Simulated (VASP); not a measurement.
Level of theory: PBEsol GGA, VASP's PBE PAW potentials (set 64) (plane waves; VASP).

VASP input:

File POSCAR:
```
MoS2 monolayer
1
    3.1420683035    -0.0000000000     0.0000000000
   -1.5710341518     2.7211107387    -0.0000000000
    0.0000000000     0.0000000000    19.5371027606
Mo S
1 2
Direct
  0.6666670000   0.3333330000   0.5000000000
  0.3333330000   0.6666670000   0.5797531429
  0.3333330000   0.6666670000   0.4202468571
```

INCAR:
```
SYSTEM = MoS2 monolayer
PREC = Normal
ENCUT = 400
EDIFF = 1E-6
NELM = 100
ALGO = Normal
LREAL = .FALSE.
LASPH = .TRUE.
ISMEAR = 0
SIGMA = 0.05
GGA = PS
LMAXMIX = 4
LWAVE = .FALSE.
LCHARG = .FALSE.
NELMIN = 4
LVHAR = .TRUE.
LORBIT = 11
```

### KPOINTS
```
Automatic mesh
0
Gamma
12 12 1
0 0 0
```

POTCAR, in this order: Mo_sv S (PBE.64 set). Program: vasp_std. Read from the step before: WAVECAR.

Question: Estimate the energy per atom (σ→0), band gap (on the k-mesh).

Answer: 
energy per atom (σ→0): -7.808 eV/atom
band gap (on the k-mesh): 1.81 eV

**OSZICAR**
```
       N       E                     dE             d eps       ncg     rms          rms(c)
DAV:   1    -0.234230062228E+02   -0.23423E+02   -0.19354E-04   672   0.885E-02    0.302E-02
DAV:   2    -0.234229956288E+02    0.10594E-04   -0.20145E-04   727   0.860E-02    0.233E-02
DAV:   3    -0.234229899388E+02    0.56900E-05   -0.25819E-05   678   0.337E-02    0.334E-03
DAV:   4    -0.234229896521E+02    0.28669E-06   -0.16554E-06   446   0.807E-03
   1 F= -.23422990E+02 E0= -.23422990E+02  d E =-.186609E-17
```

The cell is a sheet with vacuum, built from MoS2 (2H layered).
